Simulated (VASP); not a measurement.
Energy against volume of Rb (bcc). These are rev-vdW-DF2, VASP's PBE PAW potentials (set 64) (plane waves; VASP) values and carry that method's errors. Run with 520 eV cut-off, 9×9×9 Γ-centred mesh, first-order Methfessel-Paxton smearing of 0.10 eV, potentials Rb_sv.

```tsv
V (Å³/atom)	E (eV/atom)
83.590	0.96580
86.175	0.96550
88.760	0.96663
91.346	0.96899
```

Fit these four points and predict the energy of the run at 81.005 Å³/atom.

A cubic in V^(−2/3), the third-order Birch-Murnaghan form, passes through the four points with V0 = 85.38 Å³/atom and B0 = 3 GPa, and gives 0.9678 eV/atom there. The run gave 0.9677 eV/atom, -0.0 meV/atom from the fit; all five points give B0 = 3 GPa.

The compound is Rb in the bcc structure. It was relaxed first, which changed the volume by -5 %.
